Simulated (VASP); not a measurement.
Given:

```
CELL_PARAMETERS angstrom
     -2.37935     2.37935     5.29986
      2.37935    -2.37935     5.29986
      2.37935     2.37935    -5.29986
ATOMIC_POSITIONS crystal
  Y  0.50000 0.50000 0.00000
  Y  0.75000 0.25000 0.50000
  Y  0.25000 0.75000 0.50000
  Hf 0.00000 0.00000 0.00000
```

All values below come from PBE GGA, VASP's PBE PAW potentials (set 64) (plane waves; VASP). Settings: 300 eV cut-off, 5×5×5 Γ-centred mesh, Gaussian smearing of 0.20 eV, potentials Y_sv Hf_pv.

At this cut-off the stress carries a Pulay error, which pulls relaxed volumes low.

**Question.** Give the stress tensor in GPa (positive for a compressed cell).

**Answer.** 
```
-0.21   0.00   0.00
 0.00  -0.21   0.00
 0.00   0.00  -4.68
```
The pressure is its mean diagonal, -1.70 GPa.

The structure was generated: Y3Hf was put into an ordered model structure, which need not be its known phase. The cell was not relaxed at this level. The k-mesh is coarse (spacing up to 0.37 per Å, 2π included), so the numbers may not be converged in it. The electron count is odd and the run is not spin-polarised, which forces a metal.
